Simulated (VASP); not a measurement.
Here is the system:

```
Mg3Sb2
1.0
    2.25139    -3.89953     0.00000
    2.25139     3.89953     0.00000
    0.00000     0.00000     7.10369
Mg Sb
3 2
Direct
  0.00000   0.00000   0.00000
  0.33333   0.66667   0.63266
  0.66667   0.33333   0.36734
  0.33333   0.66667   0.22413
  0.66667   0.33333   0.77587
```

Computed with LDA (Ceperley-Alder, Perdew-Zunger), VASP's LDA PAW potentials (set 64) (plane waves; VASP). Numerical set-up: 500 eV cut-off, 6×6×3 Γ-centred mesh, Gaussian smearing of 0.050 eV, potentials Mg Sb.

Unless said otherwise, spin-orbit coupling is left out, though it shifts the bands of the heavy elements here.

What does the run give for the energy per atom (σ→0), band gap (on the k-mesh) with the smallest direct gap where there is one?

```yaml
band gap (on the k-mesh): 0.14 eV
smallest direct gap (on the k-mesh): 1.19 eV
energy per atom (σ→0): -3413 meV/atom
```

Only differences to runs with the same potentials and settings are physical.

The compound is Mg3Sb2 in the a-la2o3 structure. It was relaxed first.
